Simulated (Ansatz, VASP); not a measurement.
# Sn19Ge5O48 (Sn0.8Ge0.2O2, rutile) in two plane-wave programs, part 4 of 4

Wanted: the spread between two codes on one cell, functional and k mesh. The cell is invented: As first built, before any earlier steps moved the atoms (in the runner's words): 2x2x3 conventional cells of the SnO2 type (72 atoms: 48 O, 5 Ge, 19 Sn); Sn/Ge share their sites, the best of 600 random draws by like-pair counts in two shells; start lattice by linear mixing of the end members' cells; atoms moved at random by 0.02 A. It may not be a known or stable phase. Of the first pair: The structure shown is the end of the Ansatz relaxation below.

VASP 6.6.1 and Ansatz 0.2.0.

So far. Step 3 (VASP: single point, PBE, relaxed cell, pair 1): The run ends at a pressure of 0.27 GPa, with forces up to 0.031 eV/Å. Step 6 (VASP: single point, PBE, start cell, pair 2): The run ends at a pressure of 15.40 GPa, with forces up to 3.8 eV/Å.

## 9. VASP: single point, PBE, relaxed cell, pair 3

Level of this step: PBE; plane waves and PAW (O, Ge_d, Sn_d); invented cell (VASP).

The same cell, functional, mesh and smearing now go to VASP, with its own data sets.

INCAR reads:

```
SYSTEM = Sn19Ge5O48
PREC = Accurate
ENCUT = 600
EDIFF = 1E-06
NELM = 120
ISMEAR = -1
SIGMA = 0.01
LREAL = Auto
ALGO = Normal
GGA = PE
NBANDS = 368
LORBIT = 11
LWAVE = .FALSE.
LCHARG = .FALSE.
ISIF = 2
ISYM = 0
LASPH = .TRUE.
GGA_COMPAT = .FALSE.
EFERMI = MIDGAP
KPAR = 4
```

POSCAR reads:

```
Sn19Ge5O48
1.0
    9.5157880000     -0.0016110000      0.0020720000
   -0.0016110000      9.5166840000      0.0005700000
    0.0020770000      0.0005720000      9.5188830000
O Ge Sn
48 5 19
Direct
    0.1495900000      0.1500900000      0.0112600000
    0.1020600000      0.3954800000      0.1776500000
    0.3381200000      0.3390400000      0.0127200000
    0.3923800000      0.1041500000      0.1665500000
    0.1629400000      0.1554000000      0.3345300000
    0.1027000000      0.3982600000      0.4887300000
    0.3433800000      0.3349500000      0.3347300000
    0.3986300000      0.1024300000      0.5103200000
    0.1524200000      0.1601500000      0.6523800000
    0.0984900000      0.3995300000      0.8324900000
    0.3374500000      0.3458300000      0.6533900000
    0.4046500000      0.0941500000      0.8214800000
    0.1538800000      0.6500300000      0.9973800000
    0.0916900000      0.9047200000      0.1553200000
    0.3498700000      0.8445700000      0.0025100000
    0.3996200000      0.5948800000      0.1674100000
    0.1468600000      0.6436900000      0.3339100000
    0.0968900000      0.9029900000      0.4985700000
    0.3403800000      0.8490200000      0.3309700000
    0.4030800000      0.5984600000      0.4992500000
    0.1523800000      0.6571000000      0.6680800000
    0.0995400000      0.9143600000      0.8456700000
    0.3507800000      0.8567800000      0.6659600000
    0.4001900000      0.5939700000      0.8332400000
    0.6502200000      0.1532400000      0.0026300000
    0.5994000000      0.4030700000      0.1674700000
    0.8448500000      0.3492200000      0.9972000000
    0.9082500000      0.0941600000      0.1551900000
    0.6551700000      0.1535800000      0.3313300000
    0.5983800000      0.4018100000      0.4988200000
    0.8596400000      0.3478800000      0.3334800000
    0.9029100000      0.0956400000      0.4990100000
    0.6469200000      0.1438200000      0.6655500000
    0.5888900000      0.3944500000      0.8334900000
    0.8473000000      0.3415100000      0.6684200000
    0.9103200000      0.0948300000      0.8454500000
    0.6548700000      0.6542300000      0.0003900000
    0.5944300000      0.9067100000      0.1688700000
    0.8550900000      0.8543500000      0.9998700000
    0.9113200000      0.5889400000      0.1794200000
    0.6490000000      0.6557400000      0.3326100000
    0.5882000000      0.9084200000      0.5104500000
    0.8460400000      0.8519000000      0.3347200000
    0.9091400000      0.5874100000      0.4871700000
    0.6569000000      0.6475200000      0.6668000000
    0.5926200000      0.9076000000      0.8215700000
    0.8531000000      0.8445800000      0.6647300000
    0.9057000000      0.5954000000      0.8329100000
    0.0033100000      0.0029500000      0.0018800000
    0.2469500000      0.2470100000      0.1719000000
    0.2507900000      0.2506400000      0.4962300000
    0.0064200000      0.4926200000      0.3338000000
    0.4980100000      0.0011700000      0.6650900000
    0.0040400000      0.0037500000      0.3294900000
    0.0031300000      0.0023600000      0.6686400000
    0.2478800000      0.2443000000      0.8327300000
    0.0032400000      0.4956200000      0.0039800000
    0.2431900000      0.7468100000      0.1666600000
    0.2492200000      0.7503600000      0.4994600000
    0.0028600000      0.4964000000      0.6618000000
    0.2520800000      0.7558100000      0.8333700000
    0.4972900000      0.0015300000      0.9984000000
    0.7564000000      0.2515000000      0.1665900000
    0.4926700000      0.0065400000      0.3368800000
    0.7508800000      0.2483900000      0.4994400000
    0.7473100000      0.2425300000      0.8333400000
    0.4966100000      0.4962300000      0.0014900000
    0.7546000000      0.7515900000      0.1672900000
    0.4961400000      0.4958400000      0.3329800000
    0.7495000000      0.7486100000      0.4992800000
    0.4971000000      0.4963200000      0.6654800000
    0.7525200000      0.7532100000      0.8330900000
```

KPOINTS reads:

```
Points of the shifted mesh
8
Reciprocal
 0.2500000000  0.2500000000  0.2500000000 1
 0.2500000000  0.2500000000  0.7500000000 1
 0.2500000000  0.7500000000  0.2500000000 1
 0.2500000000  0.7500000000  0.7500000000 1
 0.7500000000  0.2500000000  0.2500000000 1
 0.7500000000  0.2500000000  0.7500000000 1
 0.7500000000  0.7500000000  0.2500000000 1
 0.7500000000  0.7500000000  0.7500000000 1
```

PAW data sets: O, Ge_d and Sn_d (PBE family, release 64).

Started as:

```
mpirun -np 8 vasp_std
```

Numbers of over 12 decimals in the logs are rounded to 6 here.

The log of the run:

```text
[banner, memory and clock lines left out]
running    8 mpi-ranks, on    1 nodes
[...]
[... a notice as in an earlier step ...]

 LDA part: xc-table for (Slater+PW92), standard interpolation
 POSCAR, INCAR and KPOINTS ok, starting setup
[...]
entering main loop
       N       E                     dE             d eps       ncg     rms          rms(c)
DAV:   1     0.155048762211E+05    0.15505E+05   -0.24258E+05  6432   0.342E+03
DAV:   2     0.348839036368E+04   -0.12016E+05   -0.11330E+05  5888   0.102E+03
DAV:   3     0.316190561152E+02   -0.34568E+04   -0.32434E+04  6080   0.381E+02
DAV:   4    -0.489748927622E+03   -0.52137E+03   -0.50718E+03  6800   0.155E+02
[...]
DAV:  15    -0.449013892334E+03    0.17148E-05   -0.23262E-05  7944   0.233E-02    0.668E-03
DAV:  16    -0.449013890994E+03    0.13404E-05   -0.95046E-06  6256   0.121E-02    0.420E-03
DAV:  17    -0.449013890704E+03    0.29005E-06   -0.19553E-06  3784   0.500E-03
   1 F= -.44901389E+03 E0= -.44901389E+03  d E =0.000000E+00
```

OUTCAR, selected parts (step 9):

```text
 POSITION                                       TOTAL-FORCE (eV/Angst)
 -----------------------------------------------------------------------------------
      1.42325      1.42812      0.10758        -0.013041     -0.013347      0.012072
      0.97091      3.76360      1.69147         0.013637     -0.012784      0.008726
      3.21696      3.22600      0.12197         0.000119     -0.001457      0.014511
      3.73398      0.99063      1.58624        -0.024521      0.024249     -0.004897
      1.55095      1.47882      3.18478         0.004955      0.002605     -0.001450
      0.97764      3.79023      4.65260         0.015323     -0.015339     -0.011519
      3.26769      3.18725      3.18716        -0.000875     -0.002781      0.001275
      3.79417      0.97444      4.85856        -0.016284      0.015824      0.016700
      1.45149      1.52422      6.21034        -0.002659      0.004818     -0.021152
      0.93830      3.80252      7.92481         0.008087     -0.008240      0.000034
      3.21190      3.29098      6.22044        -0.003382      0.002004     -0.012851
      3.85212      0.89581      7.82046        -0.000406      0.000461     -0.014398
      1.46531      6.18645      9.49463        -0.015024     -0.014233     -0.007410
      0.87137      8.60988      1.47918         0.001594     -0.001858     -0.019854
[...]
-----------------------------------------------------------------------------------
    total drift:                               -0.001643     -0.011773      0.012650

  FREE ENERGIE OF THE ION-ELECTRON SYSTEM (eV)
  ---------------------------------------------------
  free  energy   TOTEN  =      -449.0138907039 eV

  energy  without entropy=     -449.0138907039  energy(sigma->0) =     -449.01389070

[... 1 part as in an earlier step ...]

[... 1 further part left out ...]
[key lines of the parts left out:]
E-fermi :   6.3705
```

The run ends at a pressure of 0.37 GPa, with forces up to 0.037 eV/Å.

## 10. Side by side

The two programs side by side:

| quantity | Ansatz | VASP | difference |
| --- | --- | --- | --- |
| pressure (GPa) | 0.05 | 0.37 | -0.32 |
| gap on the k mesh (eV) | 1.946 | 1.937 | +0.009 |

At this near-relaxed geometry the largest component of a force difference is 29 meV/Å. A gap on the mesh is an upper bound, since the band edges may lie between its points.

## 11. What came out

| Item | Value |
| --- | --- |
| difference in gap on the k mesh (single point, PBE, relaxed cell, pair 1) | 0.010 eV |
| r.m.s. force difference (single point, PBE, relaxed cell, pair 1) | 11 meV/Å |
| r.m.s. force difference (single point, PBE, start cell, pair 2) | 1.7 % of the r.m.s. force |
| difference in gap on the k mesh (single point, PBE, relaxed cell, pair 3) | 0.0085 eV |
| r.m.s. force difference (single point, PBE, relaxed cell, pair 3) | 11 meV/Å |

The r.m.s. force difference is 11 meV/Å (single point, PBE, relaxed cell, pair 1), within the 12 meV/Å picked in this series as the mark of a large difference. 1 further run of this series is not shown here. Such differences can come from data sets, numerical settings and the points named under the comparisons, not from the functional's error against experiment.

[Lines on the potential files, build, host, timing and source positions are cut from VASP's logs without a mark.]

[Logs are printed without paths, hosts, clocks, repeated set-up lines and the standing remarks that a program may print on its own settings, such as how far it seeks lower states.]

[Hosts, paths, dates, database ids (printed as entryN), source tags and the programs' standing remarks are cut or masked in the printed files.]
